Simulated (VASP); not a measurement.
All values below come from PBE GGA, VASP's PBE PAW potentials (set 64) (plane waves; VASP 6.6.1).

Input for VASP

KPOINTS:
```
Automatic mesh
0
Gamma
4 4 4
0 0 0
```

**INCAR**
```
ISIF = 2   # forces and stress, cell fixed
SIGMA = 0.1   # width (eV)
NELM = 100   # most electronic steps
ALGO = Normal
SYSTEM = OsSe
LCHARG = F
GGA = PE
LREAL = F   # projection in real space or not
ENCUT = 300   # plane-wave cut-off (eV)
ISMEAR = -1   # Fermi-Dirac
PREC = Accurate
LWAVE = F
LMAXMIX = 6
LASPH = T
EDIFF = 1E-6   # SCF stop (eV)
```

### POSCAR
```
OsSe
1
    3.0353410000     0.0000000000     0.0000000000
    0.0000000000     3.0353410000     0.0000000000
    0.0000000000     0.0000000000     3.0353410000
Os Se
1 1
Direct
  0.0000000000   0.0000000000   0.0000000000
  0.5000000000   0.5000000000   0.5000000000
```

POTCAR, in this order: Os Se (PBE.64 set). Program: vasp_std.

Output

**OSZICAR**
```
       N       E                     dE             d eps       ncg     rms          rms(c)
DAV:   1     0.368737950894E+02    0.36874E+02   -0.52320E+03   268   0.740E+02
DAV:   2    -0.112978808947E+02   -0.48172E+02   -0.44365E+02   241   0.218E+02
DAV:   3    -0.133704707218E+02   -0.20726E+01   -0.20002E+01   262   0.367E+01
DAV:   4    -0.133931955320E+02   -0.22725E-01   -0.22715E-01   238   0.419E+00
DAV:   5    -0.133935102406E+02   -0.31471E-03   -0.31469E-03   269   0.375E-01    0.206E+01
DAV:   6    -0.130742748859E+02    0.31924E+00   -0.93436E-01   293   0.836E+00    0.102E+01
DAV:   7    -0.130285607677E+02    0.45714E-01   -0.66553E-02   223   0.220E+00    0.435E+00
DAV:   8    -0.130216611805E+02    0.68996E-02   -0.19059E-02   229   0.110E+00    0.175E-01
DAV:   9    -0.130214269993E+02    0.23418E-03   -0.83643E-04   226   0.219E-01    0.108E-01
DAV:  10    -0.130214243099E+02    0.26894E-05   -0.79149E-05   261   0.877E-02    0.259E-02
DAV:  11    -0.130214240640E+02    0.24592E-06   -0.13311E-06   150   0.120E-02
   1 F= -.13021424E+02 E0= -.13013853E+02  d E =-.151419E-01
```

### OUTCAR
```
------------------------ aborting loop because EDIFF is reached ----------------------------------------
  FORCE on cell =-STRESS in cart. coord.  units (eV):
  Direction    XX          YY          ZZ          XY          YZ          ZX
  --------------------------------------------------------------------------------------
  Total        4.4129353      4.4129353      4.4129353     -0.0000000      0.0000000      0.0000000
  in kB      252.8224742    252.8224742    252.8224742     -0.0000000      0.0000000      0.0000000
  external PRESSURE =     252.8224742 kB  Pullay stress =       0.0000000 kB
  volume of cell :       27.97
      direct lattice vectors                 reciprocal lattice vectors
     3.035341000  0.000000000  0.000000000     0.329452276  0.000000000  0.000000000
     0.000000000  3.035341000  0.000000000     0.000000000  0.329452276  0.000000000
     0.000000000  0.000000000  3.035341000     0.000000000  0.000000000  0.329452276
 POSITION                                       TOTAL-FORCE (eV/Angst)
 -----------------------------------------------------------------------------------
      0.00000      0.00000      0.00000         0.000000      0.000000      0.000000
      1.51767      1.51767      1.51767         0.000000      0.000000      0.000000
 -----------------------------------------------------------------------------------
    total drift:                                0.000000     -0.000000      0.000000
  FREE ENERGIE OF THE ION-ELECTRON SYSTEM (eV)
  ---------------------------------------------------
  free  energy   TOTEN  =       -13.0214240640 eV

  energy  without entropy=      -13.0062821332  energy(sigma->0) =      -13.01385310
```
(Selected blocks of OUTCAR.)

At this cut-off the stress carries a Pulay error, which pulls relaxed volumes low.

The structure was generated: OsSe was put into an ordered model structure, which need not be its known phase. The cell was not relaxed at this level. The k-mesh is coarse (spacing up to 0.52 per Å, 2π included), so the numbers may not be converged in it. The run is one of a series of settings (KPOINTS 4×4×4 Γ-centred mesh against the base run), some of them coarse on purpose.
